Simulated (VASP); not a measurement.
Level of theory: PBE GGA, VASP's PBE PAW potentials (set 64) (plane waves; VASP 6.6.1).

The input files of a VASP run:

File KPOINTS:
```
Automatic mesh
0
Gamma
10 10 10
0.5 0.5 0.5
```

**INCAR**
```
ISIF  =  2   # forces and stress, cell fixed
ISMEAR  =  0
SIGMA  =  0.272   # width (eV)
GGA  =  PE   # PBE
LASPH  =  .TRUE.
ALGO  =  Normal   # blocked Davidson
IBRION  =  2   # conjugate gradients
NSW  =  50   # most ionic steps
EDIFF  =  1E-6
LREAL  =  .FALSE.   # projection in real space or not
LCHARG  =  .FALSE.
PREC  =  Accurate
EDIFFG  =  -0.005
LMAXMIX  =  6   # l cut-off of mixed one-centre charges
LWAVE  =  .FALSE.
NELM  =  100
ENCUT  =  300
SYSTEM  =  Si2W
```

POSCAR:
```
Si2W
1.0
 -1.6073650000   1.6073650000   3.9010300000
  1.6073650000  -1.6073650000   3.9010300000
  1.6073650000   1.6073650000  -3.9010300000
Si W
2 1
Cartesian
  0.0145450459  -0.0117771634   2.6076864148
 -0.0231090866   0.0143843094   5.1625957948
  0.0085640407  -0.0026071460   0.0317777904
```

POTCAR, in this order: Si W_sv (PBE.64 set). Program: vasp_std.

At this cut-off the stress carries a Pulay error, which pulls relaxed volumes low. Unless said otherwise, spin-orbit coupling is left out, though it shifts the bands of the heavy elements here.

What does the run give for the energy per atom (σ→0), band gap (on the k-mesh)?

The energy per atom (σ→0) comes out as -8.261 eV/atom and the band gap (on the k-mesh) is none (metal, semimetal or under 0.01 eV).

**OSZICAR**
```
...
DAV:   3    -0.247907013532E+02    0.40159E-05   -0.14755E-05 19200   0.318E-02    0.798E-03
DAV:   4    -0.247907012101E+02    0.14309E-06   -0.26753E-06 17416   0.976E-03
   5 F= -.24790701E+02 E0= -.24784256E+02  d E =-.124621E-02
       N       E                     dE             d eps       ncg     rms          rms(c)
DAV:   1    -0.247907160927E+02   -0.14740E-04   -0.23141E-03 16617   0.721E-01    0.209E-02
DAV:   2    -0.247907329276E+02   -0.16835E-04   -0.19686E-04 16995   0.129E-01    0.913E-03
DAV:   3    -0.247907323259E+02    0.60165E-06   -0.27950E-06 16442   0.152E-02
   6 F= -.24790732E+02 E0= -.24784307E+02  d E =-.311158E-04
```

The structure comes from a computed database's Si2W entry; how it stands against other phases isn't given here. In the starting cell atoms are displaced from their ideal sites. This run relaxes the ions in a fixed cell. The run is one of a series of settings (EDIFFG = -0.005, IBRION = 2, NSW = 50 against the base run), some of them coarse on purpose.
